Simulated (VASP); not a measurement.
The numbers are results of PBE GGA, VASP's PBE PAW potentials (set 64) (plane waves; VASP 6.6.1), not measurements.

VASP ran on this input.

### POSCAR
```
MgB2
1
    3.0128370000     0.0000000000     0.0000000000
   -1.5064190000     2.6091930000     0.0000000000
    0.0000000000     0.0000000000     3.4634800000
Mg B
1 2
Direct
  0.0000000000   0.0000000000   0.0000000000
  0.6666670000   0.3333330000   0.5000000000
  0.3333330000   0.6666670000   0.5000000000
```

**KPOINTS**
```
Automatic mesh
0
Gamma
13 13 10
0 0 0
```

### INCAR
```
# general
SYSTEM=MgB2
PREC  =Accurate
ENCUT =560   # plane-wave cut-off (eV)
LREAL =.FALSE.   # projection in real space or not
LASPH =.TRUE.   # aspherical one-centre terms

# electronic loop
EDIFF =1E-09   # SCF stop (eV)
NELM  =100   # most electronic steps
ALGO  =Normal

# smearing
ISMEAR=-1   # Fermi-Dirac
SIGMA =0.1

# functional
GGA   =PE   # PBE

# ions
IBRION=2   # conjugate gradients
NSW   =50   # most ionic steps
ISIF  =3   # ions, shape and volume
EDIFFG=-0.005   # ionic stop

# output
LWAVE =.FALSE.
LCHARG=.FALSE.
```

POTCAR, in this order: Mg B (PBE.64 set). Program: vasp_std.

Gaps are read on the run's mesh, which can miss a band edge. Energy and stress use the plane-wave basis of the starting cell.

**Question.** What does the run give for the energy per atom (σ→0), volume per atom, band gap (on the k-mesh)?

**Answer.** 
```json
{
 "energy per atom (σ→0)": "-5.108 eV/atom",
 "band gap (on the k-mesh)": "none (metal, semimetal or under 0.01 eV)",
 "volume_per_atom": "9.61 Å³/atom"
}
```

OSZICAR:
```
...
       N       E                     dE             d eps       ncg     rms          rms(c)
DAV:   1    -0.153349921854E+02   -0.12276E-03   -0.25865E-03  2784   0.392E-01    0.313E-02
DAV:   2    -0.153349359056E+02    0.56280E-04   -0.12944E-04  2632   0.718E-02    0.118E-02
DAV:   3    -0.153349280477E+02    0.78579E-05   -0.33474E-05  2528   0.322E-02    0.219E-03
DAV:   4    -0.153349279237E+02    0.12401E-06   -0.99001E-07  2344   0.803E-03    0.648E-04
DAV:   5    -0.153349278980E+02    0.25617E-07   -0.82345E-08  2600   0.168E-03    0.135E-04
DAV:   6    -0.153349278974E+02    0.60487E-09   -0.22601E-09  2488   0.421E-04
   5 F= -.15334928E+02 E0= -.15323436E+02  d E =-.640003E-03
```

The structure comes from a computed database's MgB2 entry; how it stands against other phases isn't given here. This run relaxes it. Symmetry was kept, so distortions that lower it aren't found. The run is one of a series of settings (EDIFF = 1E-09, EDIFFG = -0.005, ENCUT = 560, IBRION = 2, ISIF = 3, NSW = 50, KPOINTS 13×13×10 Γ-centred mesh against the base run), some of them coarse on purpose.
